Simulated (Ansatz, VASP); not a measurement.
**Hf2CF2 in two plane-wave programs**

One calculation is typed for both programs; each brings its own data sets. How far apart do they land? Of the first pair: The structure shown is the start of the Ansatz relaxation below; VASP solves that cell, so the two are compared at the walk's first step.

Calculated with Ansatz 0.2.0; plane waves, with VASP 6.6.1 beside it; single point at PBEsol.

**1. Set-up**

The cell holds 5 atoms: 1 C, 2 Hf and 2 F. Cell: a = 3.260 Å, b = 3.260 Å, c = 33.200 Å, α = 90.0°, β = 90.0°, γ = 120.0°. Vacuum lies along c. The height across the vacuum is the one that the program set for its solve, not the one typed.

**2. Ansatz: relaxation, PBEsol**

Ansatz runs on its default PAW (the set named soft_2) files.

The two programs are compared at the cell with which this relaxation starts, whose forces are those of its first step.

File input.yaml:

```yaml
crystal:
  lattice:
    - [3.26, 0.0, 0.0]
    - [-1.63, 2.82324, 0.0]
    - [0.0, 0.0, 20.0]
  atoms:
    - { symbol: C, position: [0.0, 0.0, 0.5] }
    - { symbol: Hf, position: [0.333333, 0.666667, 0.56] }
    - { symbol: Hf, position: [0.666667, 0.333333, 0.44] }
    - { symbol: F, position: [0.666667, 0.333333, 0.6175] }
    - { symbol: F, position: [0.333333, 0.666667, 0.3825] }
  periodic: [true, true, false]
kpoints:
  mp_grid: { grid: [9, 9, 1] }
hamiltonian:
  xc: pbesol
scf:
  occupations: { method: gaussian, width: 0.1 }
output:
  forces: true
  stress: true
  eigenvalues: true
relax:
  adjacent_minimum: "off"
  f_tol: 0.05
  max_steps: 80
  cell: { stress_2d_tol: 0.02 }
```

Launch:

```
ansatz run input.yaml --threads 8 --pin off --max-ram 14336MiB --backend cpu --events-out ev --progress --plain --runs-dir out
```

Numbers of over 12 decimals in the logs are rounded to 6 here.

Output:

```text
Warning: crystal.periodic: the lattice vector that does not repeat stood 0.000° off the slab's normal, 20.000 Å along it as the deck builds it. The run solves the slab on a vector along the normal, 33.200 Å long, with every atom where it was (on the deck's vector they left 15.30 Å outside them, and the widest stretch free of ions among them is 1.20 Å). A fractional position that the run reports is one of the run's ce [...]
[...]
basis re-selected at this cell: Δ(F+E_penalty+E_count) = +2.717e-3 eV, ΔP = -0.066 N/m vs the last step (what re-selecting the basis moved, of the pressure what is left beyond the Pulay correction that the steps carried, after the strain that the cell walked since its last selection, with what the two solves' SCF thresholds leave and, on support functions, any second-order correction that the steps lacked; it is no m [...]
Crystal: 5 atoms, lattice volume = 301.180 Å³
iter 1 solved again at ethr=7.82e-9 eV; its pass at ethr=3.10e-3 eV (dr2=5.48e-6 eV) is discarded
SCF iter   1: F=—  HF=-33049.117558 eV  |F-HF|=—  |Δ(HF+E_count)|=         —  Δρ=3.34e-5  dr2=5.21e-6  ethr=7.82e-9  ⟨swp⟩=4.1  Hψ=2989  notcnv=0
preconditioner: auto → LDOS  [insulator: Δε(μ)=0.215 eV  Ē_g=17.790 eV  σ=0.100 eV  W_gap=0.51  n_scr=22 (ndim 8)  ℏωp=17.4 eV  f_vac=0.782  D(μ)=0.90/eV (n_scr^D=6)  ε∞_Penn≈2.0  β→1.0]
SCF iter   2: F=—  HF=-33049.117569 eV  |F-HF|=—  |Δ(HF+E_count)|=   1.03e-5  Δρ=4.54e-5  dr2=9.26e-6  ethr=7.44e-9  ⟨swp⟩=3.2  Hψ=1012  notcnv=0
SCF iter   3: F=—  HF=-33049.117567 eV  |F-HF|=—  |Δ(HF+E_count)|=   1.68e-6  Δρ=4.67e-6  dr2=9.22e-8  ethr=7.44e-9  ⟨swp⟩=2.9  Hψ=1022  notcnv=0
SCF iter   4: F=—  HF=-33049.117567 eV  |F-HF|=—  |Δ(HF+E_count)|=   7.18e-8  Δρ=2.23e-6  dr2=8.98e-9  ethr=1.32e-10  ⟨swp⟩=3.3  Hψ=1236  notcnv=0
SCF iter   5: F=-33049.117567 eV  HF=-33049.117567 eV  |F-HF|=4.12e-9  |Δ(HF+E_count)|=   2.18e-9  Δρ=7.83e-7  dr2=1.10e-9  ethr=7.97e-12  ⟨swp⟩=11.3  Hψ=3519  notcnv=0
SCF 7 converged in 5 iterations: F = -33049.117567 eV  dr2 = 1.10e-9
relax step   7: F+E_penalty+E_count = -33049.11756704 eV  Δ(F+E_penalty+E_count) = -1.222e-4 eV  max|allowed force component| = 2.005e-4 eV/Å  Δτ_max = 0.0005 Å  P = -0.002 N/m  Ω = 301.180 Å³  energy of the carried Pulay correction = +1.119e-4 eV  fix = [c, alpha, beta]  reactions: c -0.000 N/m  (5 SCF iters, dr2 threshold 5.58e-9 eV, accepted)
iter 1 solved again at ethr=4.18e-7 eV; its pass at ethr=3.10e-3 eV (dr2=2.93e-4 eV) is discarded
SCF iter   1: F=—  HF=-33049.117643 eV  |F-HF|=—  |Δ(HF+E_count)|=         —  Δρ=3.44e-6  dr2=1.36e-8  ethr=4.18e-7  ⟨swp⟩=5.9  Hψ=5124  notcnv=0
eigensolver tolerance schedule: the retry pair's looser diagonalisation over-reported the residual by 21536.12 of it (diagonalisation noise at an unbounded share of the residual, at the tolerance the schedule requests for it); recorded, not acted on — ethr = c·dr2/N_el stays at c = 1.0e-1
SCF iter   2: F=—  HF=-33049.117481 eV  |F-HF|=—  |Δ(HF+E_count)|=   1.62e-4  Δρ=4.55e-6  dr2=4.06e-8  ethr=1.94e-11  ⟨swp⟩=7.2  Hψ=2734  notcnv=0
SCF iter   3: F=—  HF=-33049.117481 eV  |F-HF|=—  |Δ(HF+E_count)|=   1.19e-8  Δρ=1.15e-6  dr2=1.99e-9  ethr=1.94e-11  ⟨swp⟩=2.9  Hψ=987  notcnv=0
SCF iter   4: F=—  HF=-33049.117481 eV  |F-HF|=—  |Δ(HF+E_count)|=  9.82e-10  Δρ=7.65e-7  dr2=1.03e-9  ethr=2.85e-12  ⟨swp⟩=3.6  Hψ=1256  notcnv=0
SCF iter   5: F=—  HF=-33049.117481 eV  |F-HF|=—  |Δ(HF+E_count)|=  3.35e-10  Δρ=2.64e-7  dr2=1.32e-10  ethr=1.47e-12  ⟨swp⟩=2.8  Hψ=1057  notcnv=0
SCF iter   6: F=—  HF=-33049.117481 eV  |F-HF|=—  |Δ(HF+E_count)|=  5.82e-11  Δρ=6.81e-8  dr2=7.06e-12  ethr=1.00e-12  ⟨swp⟩=2.8  Hψ=1008  notcnv=0
SCF iter   7: F=-33049.117481 eV  HF=-33049.117481 eV  |F-HF|=6.55e-11  |Δ(HF+E_count)|=  1.89e-10  Δρ=2.46e-8  dr2=1.26e-12  ethr=1.00e-12  ⟨swp⟩=15.2  Hψ=4463  notcnv=0
SCF 8 converged in 7 iterations: F = -33049.117481 eV  dr2 = 1.26e-12
relax step   8: F+E_penalty+E_count = -33049.11748085 eV  Δ(F+E_penalty+E_count) = +8.618e-5 eV  max|allowed force component| = 2.037e-4 eV/Å  Δτ_max = 0.0000 Å  P = -0.004 N/m  Ω = 301.180 Å³  fix = [c, alpha, beta]  reactions: c -0.000 N/m  stress off target by 3.58e-3 N/m on what of the cell is left free  SCF on the basis re-selected at this cell (its energy is not comparable with the rows above)  (7 SCF iters)
basis re-selected at this cell: Δ(F+E_penalty+E_count) = +8.618e-5 eV, ΔP = -0.001 N/m vs the last step (what re-selecting the basis moved, of the pressure what is left beyond the Pulay correction that the steps carried, after the strain that the cell walked since its last selection, with what the two solves' SCF thresholds leave and, on support functions, any second-order correction that the steps lacked; it is no m [...]
SCF converged after 7 iterations
Free energy (F): -33049.117481 eV
Harris-Foulkes:  -33049.117481 eV  (|F-HF|=6.55e-11)
Internal energy: -33049.112959 eV  (E = F + TS)
E sigma→0 (E₀):  -33049.115220 eV
Entropy (-TS):   -0.004521 eV (-0.904 meV/atom)
Fermi energy:    -3.778954 eV
--- Per-component energies (eV) ---
  E_band       = -1476.724155
  E_kinetic    = 1353.486361
  E_local      = -327668.518706  (includes V_loc(G=0)·N_el)
  E_nonlocal   = -2302.040196
  E_hartree    = 162617.200425
  E_xc         = -802.448273
  E_vxc        = -797.078117  (∫ρ·V_xc dr)
  E_paw        = -14096.275718  (= ΣΔE_a)
  E_vpaw       = 2703.021517  (= ΣTr[D̂ρ^β])
  E_aug_tail   = 0.004067  (compensation charges beyond the density's cutoff)
  E_ewald      = 147846.870912
  E_core_change = 2.608169  (= ΣΔE_core)
  E_smearing   = -0.004521  (= −TS)
  E_closure    = -0.000000  (closes the sum)
  Σ components = -33049.117481   (vs F -33049.117481, Δ=0.00e0)
--- Forces (eV/Å), atoms counted from 1 ---
  atom   1  C      0.00000000    -0.00000000     0.00000000
  atom   2  Hf     0.00000000    -0.00000000    -0.00012188
  atom   3  Hf    -0.00000000     0.00000000     0.00012188
  atom   4  F      0.00000000     0.00000000     0.00020367
  atom   5  F     -0.00000000    -0.00000000    -0.00020367
  max |Σ_I F_I| component: 2.78e-17 eV/Å
--- 2D stress c σ (N/m, compression-positive) ---
       -0.003583       0.000000      -0.000000
        0.000000      -0.003583      -0.000000
       -0.000000      -0.000000      -0.000000
  P = ½ c Tr σ = -0.0036 N/m
--- Band table (eV; the first three rows and the last of 12) ---
  k-point 0: bands = ["-66.2276", "-66.1694", "-35.5124", "-34.8986", "-34.7299", "-34.7299", "-34.6393", "-34.6393", "-29.4070", "-29.3484", "-16.4871", "-16.1767", "-16.1767", "-16.1750", "-16.1346", "-16.1346", "-16.1298", "-16.1117", "-16.1117", "-16.1017", "-16.0806", "-16.0806", "-16.0339", "-16.0302", "-15.6427", "-12.1825", "-11.1362", "-11.1362", "-10.9785", "-10.9785", "-10.9601", "-8.5740", "-7.0641", "-7.0641", "-3.4254", "-3.4254", "-3.0553", "-2.1912", "-2.0195", "-0.5924", "-0.5924", "-0.3300"]
  k-point 1: bands = ["-66.2220", "-66.1669", "-35.4786", "-34.9594", "-34.7560", "-34.7546", "-34.7186", "-34.6464", "-29.3798", "-29.3364", "-16.4339", "-16.1731", "-16.1711", "-16.1686", "-16.1366", "-16.1326", "-16.1232", "-16.1127", "-16.1119", "-16.0993", "-16.0860", "-16.0812", "-16.0407", "-16.0386", "-15.5552", "-12.0033", "-11.3779", "-11.1517", "-11.1187", "-10.9889", "-10.7930", "-8.4437", "-7.4743", "-7.0962", "-3.9520", "-3.1257", "-2.9581", "-1.8811", "-1.8045", "-0.8918 (-0.8918°)", "-0.6216", "-0.1771"]
  k-point 2: bands = ["-66.2074", "-66.1611", "-35.3957", "-35.1422", "-34.9279", "-34.8165", "-34.7594", "-34.6698", "-29.3235", "-29.3109", "-16.3431", "-16.1626", "-16.1568", "-16.1482", "-16.1407", "-16.1302", "-16.1143", "-16.1102", "-16.1063", "-16.0989", "-16.0880", "-16.0835", "-16.0582", "-16.0553", "-15.3028", "-11.6899", "-11.4768", "-11.4477", "-11.0987", "-11.0246", "-10.9578", "-8.2383", "-8.0678", "-7.1293", "-4.8426", "-2.6355", "-2.2942", "-1.6864", "-1.3744", "-0.4742 (-0.4742°)", "-0.3037", "0.3291"]
  k-point 11: bands = ["-66.1595", "-66.1595", "-35.3227", "-35.3227", "-35.2598", "-34.9857", "-34.8660", "-34.8660", "-29.2427", "-29.2427", "-16.2496", "-16.1452", "-16.1408", "-16.1408", "-16.1227", "-16.1209", "-16.1209", "-16.1056", "-16.1056", "-16.0914", "-16.0885", "-16.0885", "-16.0579", "-16.0579", "-14.4820", "-11.7131", "-11.6967", "-11.5162", "-11.5162", "-11.0779", "-11.0779", "-8.4674", "-8.4674", "-7.4473", "-3.2191", "-2.3629", "-2.3629", "-0.6518", "0.0007", "0.0007", "1.7198", "1.7198"]
  ° read free of the cell's end (the report's vacuum.weakly_bound_levels)
--- Relaxed structure (6 steps of the walk, 6 accepted, 2 SCFs on fresh bases) ---
  F+E_penalty+E_count = -33049.11748085 eV   max|allowed force component| = 2.037e-4 eV/Å   (the final SCF, on the basis selected at the relaxed cell)
  cell:  # Å, volume = 301.1800 Å³
    - [3.236523, 0, 0]
    - [-1.618262, 2.802911, 0]
    - [0, 0, 33.2]
  atoms:
    - { symbol: C, position: [0, 0, 0.301205] }
    - { symbol: Hf, position: [0.333333, 0.666667, 0.337120] }
    - { symbol: Hf, position: [0.666667, 0.333333, 0.265290] }
    - { symbol: F, position: [0.666667, 0.333333, 0.377360] }
    - { symbol: F, position: [0.333333, 0.666667, 0.225050] }
```

**3. VASP: single point, PBEsol, start cell, pair 1**

The same cell, functional, mesh and smearing now go to VASP, with its own data sets.

Lines of VASP's logs that name or quote its potential files are left out, and so is its time.

File INCAR:

```
SYSTEM = Hf2CF2
PREC = Accurate
ENCUT = 520
EDIFF = 1E-06
NELM = 120
ISMEAR = 0
SIGMA = 0.1
LREAL = .FALSE.
ALGO = Normal
GGA = PS
NBANDS = 25
LASPH = .TRUE.
LORBIT = 11
LWAVE = .FALSE.
LCHARG = .FALSE.
ISIF = 2
LDIPOL = .TRUE.
IDIPOL = 3
DIPOL = 0.5 0.5 0.301
LVHAR = .TRUE.
GGA_COMPAT = .FALSE.
NELMDL = -8
KPAR = 2
```

File POSCAR:

```
Hf2CF2
1.0
    3.2599980000      0.0000000000      0.0000000000
   -1.6299990000      2.8232410000      0.0000000000
    0.0000000000      0.0000000000     33.2000000000
C Hf F
1 2 2
Direct
    0.0000000000      0.0000000000      0.3012048193
    0.3333333333      0.6666666667      0.3373493976
    0.6666666667      0.3333333333      0.2650602410
    0.6666666667      0.3333333333      0.3719879518
    0.3333333333      0.6666666667      0.2304216867
```

File KPOINTS:

```
Automatic mesh
0
Gamma
9 9 1
0 0 0
```

Potentials, in the order of the species: C, Hf_pv and F (PBE family, release 64).

Launch:

```
mpirun -np 2 vasp_std
```

Output:

```text
[banner, memory and clock lines left out]
running    2 mpi-ranks, on    1 nodes
 distrk:  each k-point on    1 cores,    2 groups
 distr:  one band on    1 cores,    1 groups

 POSCAR found type information on POSCAR C HfF
 POSCAR found :  3 types and       5 ions
|                                                                             |
|               ----> ADVICE to this user running VASP <----                  |
|                                                                             |
|     You enforced a specific xc type in the INCAR file but a different       |
|     [... a line on the potential file left out ...]
|     I HOPE YOU KNOW WHAT YOU ARE DOING!                                     |
|                                                                             |

 LDA part: xc-table for (Slater+PW92), standard interpolation
 POSCAR, INCAR and KPOINTS ok, starting setup
 FFT: planning ... GRIDC
 FFT: planning ... GRID_SOFT
 FFT: planning ... GRID
 WAVECAR not read
 entering main loop
       N       E                     dE             d eps       ncg     rms          rms(c)
DAV:   1     0.285917185792E+03    0.28592E+03   -0.18727E+04   768   0.119E+03
DAV:   2    -0.181032236774E+02   -0.30402E+03   -0.29814E+03   790   0.287E+02
DAV:   3    -0.519889833523E+02   -0.33886E+02   -0.33708E+02   734   0.950E+01
DAV:   4    -0.526317292344E+02   -0.64275E+00   -0.64032E+00   792   0.146E+01
DAV:   5    -0.526457685264E+02   -0.14039E-01   -0.14021E-01   783   0.206E+00
DAV:   6    -0.526462690991E+02   -0.50057E-03   -0.50044E-03   800   0.394E-01
DAV:   7    -0.526462897741E+02   -0.20675E-04   -0.20673E-04   784   0.754E-02
DAV:   8    -0.526462908132E+02   -0.10390E-05   -0.10391E-05   792   0.171E-02    0.771E+01
DAV:   9    -0.459120513315E+02    0.67342E+01   -0.32124E+01   684   0.269E+01    0.517E+01
DAV:  10    -0.456452678925E+02    0.26678E+00   -0.25092E+00   791   0.990E+00    0.606E+00
DAV:  11    -0.456031913007E+02    0.42077E-01   -0.27472E-01   799   0.275E+00    0.197E+00
DAV:  12    -0.455907214772E+02    0.12470E-01   -0.22061E-02   814   0.894E-01    0.102E+00
DAV:  13    -0.455868266889E+02    0.38948E-02   -0.60608E-03   823   0.503E-01    0.403E-01
DAV:  14    -0.455842269970E+02    0.25997E-02   -0.25347E-03   816   0.251E-01    0.153E-01
[...]
DAV:  19    -0.455857334945E+02   -0.35379E-03   -0.41933E-05   750   0.269E-02    0.336E-02
DAV:  20    -0.455860334809E+02   -0.29999E-03   -0.14127E-05   644   0.153E-02    0.890E-03
DAV:  21    -0.455861590293E+02   -0.12555E-03   -0.55260E-06   636   0.831E-03    0.429E-03
DAV:  22    -0.455862409717E+02   -0.81942E-04   -0.44274E-06   616   0.583E-03    0.103E-02
DAV:  23    -0.455862690426E+02   -0.28071E-04   -0.16055E-06   555   0.357E-03    0.986E-04
DAV:  24    -0.455862753836E+02   -0.63410E-05   -0.24362E-07   608   0.158E-03    0.116E-03
DAV:  25    -0.455862801616E+02   -0.47780E-05   -0.29023E-07   547   0.125E-03    0.389E-04
DAV:  26    -0.455862806282E+02   -0.46659E-06   -0.18853E-08   588   0.493E-04
   1 F= -.45586281E+02 E0= -.45582437E+02  d E =-.768677E-02
```

From OUTCAR (step 3):

```text
ion  position               nearest neighbor table
   1  0.000  0.000  0.301-   3 2.23   2 2.23   3 2.23   2 2.23   3 2.23   2 2.23
   2  0.333  0.667  0.337-   4 2.21   4 2.21   4 2.21   1 2.23   1 2.23   1 2.23   3 3.05   3 3.05
                             3 3.05
   3  0.667  0.333  0.265-   5 2.21   5 2.21   5 2.21   1 2.23   1 2.23   1 2.23   2 3.05   2 3.05
                             2 3.05
   4  0.667  0.333  0.372-   2 2.21   2 2.21   2 2.21
   5  0.333  0.667  0.230-   3 2.21   3 2.21   3 2.21

  LATTYP: Found a hexagonal cell.
 ALAT       =     3.2599980000
 C/A-ratio  =    10.1840553276

 Subroutine GETGRP returns: Found 12 space group operations
 (whereof  6 operations were pure point group operations)

The static configuration has the point symmetry C_3v.
 The point group associated with its full space group is D_3d.

 Found     12 irreducible k-points:

   k-points           NKPTS =     12   k-points in BZ     NKDIM =     12   number of bands    NBANDS=     25

   dimension x,y,z NGX =    24 NGY =   24 NGZ =  250
   dimension x,y,z NGXF=    48 NGYF=   48 NGZF=  500

   ENCUT  =  520.0 eV  38.22 Ry    6.18 a.u.   6.06  6.06 61.73*2*pi/ulx,y,z

   NELECT =      38.0000    total number of electrons

 k-points in reciprocal lattice and weights: Automatic mesh
   0.00000000  0.00000000  0.00000000       0.012
   0.11111111  0.00000000  0.00000000       0.074
   0.22222222  0.00000000  0.00000000       0.074
   0.33333333  0.00000000  0.00000000       0.074
   0.44444444  0.00000000  0.00000000       0.074
   0.11111111  0.11111111  0.00000000       0.074
   0.22222222  0.11111111  0.00000000       0.148
   0.33333333  0.11111111  0.00000000       0.148
   0.44444444  0.11111111  0.00000000       0.074
   0.22222222  0.22222222  0.00000000       0.074
   0.33333333  0.22222222  0.00000000       0.148
   0.33333333  0.33333333  0.00000000       0.025

 dipolmoment           0.000000      0.000000     -0.000003 electrons x Angstroem

 average (electrostatic) potential at core
       1 -55.2965       2 -43.2742       3 -43.2742       4 -83.5852       5 -83.5852

 E-fermi :  -0.6276

 k-point     1 :       0.0000    0.0000    0.0000
  band No.  band energies     occupation
    ...
     14      -9.1949      2.00000
     15      -8.8345      2.00000
     16      -5.4763      2.00000
     17      -3.8567      2.00000
     18      -3.8567      2.00000
     19      -0.4409      0.00826
     20      -0.4409      0.00826
     21       0.0220      0.00000
     22       0.2549      0.00000
     23       0.4686      0.00000
    ...

 k-point     2 :       0.1111    0.0000    0.0000
  band No.  band energies     occupation
    ...
     15      -8.6974      2.00000
     16      -5.3055      2.00000
     17      -4.3310      2.00000
     18      -3.9283      2.00000
     19      -0.8854      1.99973
     20      -0.1240      0.00000
     21       0.2016      0.00000
     22       0.5195      0.00000
     23       0.5625      0.00000
     24       2.0089      0.00000
    ...

 k-point     3 :       0.2222    0.0000    0.0000
  band No.  band energies     occupation
    ...
     15      -8.7594      2.00000
     16      -5.1639      2.00000
     17      -4.8855      2.00000
     18      -4.0261      2.00000
     19      -1.6815      2.00000
     20       0.4340      0.00000
     21       0.7139      0.00000
     22       0.9957      0.00000
     23       1.1744      0.00000
     24       2.4715      0.00000
    ...

  Total        0.6476248      0.6476247      3.3229649     -0.0000000      0.0000000      0.0000000
  in kB        3.3957106      3.3957104     17.4234025     -0.0000000      0.0000000      0.0000000
  external PRESSURE =       8.0716078 kB  Pullay stress =       0.0000000 kB

  energy-cutoff  :      520.00
  volume of cell :      305.56
      direct lattice vectors                 reciprocal lattice vectors
     3.259998000  0.000000000  0.000000000     0.306748654  0.177101424  0.000000000
    -1.629999000  2.823241000  0.000000000     0.000000000  0.354202847  0.000000000
     0.000000000  0.000000000 33.200000000     0.000000000  0.000000000  0.030120482

 POSITION                                       TOTAL-FORCE (eV/Angst)
 -----------------------------------------------------------------------------------
      0.00000      0.00000     10.00000         0.000000     -0.000000     -0.000000
     -0.00000      1.88216     11.20000         0.000000     -0.000000     -1.788782
      1.63000      0.94108      8.80000         0.000000      0.000000      1.788782
      1.63000      0.94108     12.35000        -0.000000      0.000000      1.642439
     -0.00000      1.88216      7.65000         0.000000     -0.000000     -1.642439
 -----------------------------------------------------------------------------------
    total drift:                               -0.000000     -0.000000     -0.000117

  FREE ENERGIE OF THE ION-ELECTRON SYSTEM (eV)
  ---------------------------------------------------
  free  energy   TOTEN  =       -45.5862806282 eV

  energy  without entropy=      -45.5785938552  energy(sigma->0) =      -45.58243724

 vacuum level on the upper side and lower side of the slab         1.819         1.819

 total charge
# of ion       s       p       d       tot
------------------------------------------
    1        0.861   1.585   0.000   2.445
    2        0.302   6.525   1.811   8.638
    3        0.302   6.525   1.811   8.638
    4        1.734   4.375   0.000   6.109
    5        1.734   4.375   0.000   6.109
--------------------------------------------------
tot          4.932  23.385   3.622  31.939

[... 3 further parts left out ...]
```

The run ends at a pressure of 0.81 GPa, with forces up to 1.8 eV/Å.

**4. Side by side**

Known differences besides the potentials themselves: Ansatz cuts the interaction across the vacuum, VASP repeats the sheet with a dipole correction; the data sets hold 70 valence electrons in Ansatz (on its default PAW (the set named soft_2) files) and 38 in VASP; Ansatz makes its cores anew for this functional, VASP keeps those of its PBE data sets; Ansatz takes its cutoff from its data sets, VASP runs at 520 eV. Total energies have different zeros and are not compared.

Forces (eV/Å; atoms numbered as in POSCAR):

```
atom        Ansatz x, y, z          VASP x, y, z
  C1   0.000, 0.000, 0.000   0.000, 0.000, 0.000
 Hf2  0.000, 0.000, -1.835  0.000, 0.000, -1.789
 Hf3   0.000, 0.000, 1.835   0.000, 0.000, 1.789
  F4   0.000, 0.000, 1.801   0.000, 0.000, 1.642
  F5  0.000, 0.000, -1.801  0.000, 0.000, -1.642
```

The forces differ by 60 meV/Å r.m.s., which is 6.8 % of the r.m.s. force of 0.887 eV/Å (both taken over all components). With vacuum in the cell, a pressure given here is an average over mostly empty space and none of the material.

(Part 1 of 2 ends here.)

[Lines on the potential files, build, host, timing and source positions are cut from VASP's logs without a mark.]

[Logs are printed without paths, hosts, clocks, repeated set-up lines and the standing remarks that a program may print on its own settings, such as how far it seeks lower states.]

[Hosts, paths, dates, database ids (printed as entryN), source tags and the programs' standing remarks are cut or masked in the printed files.]
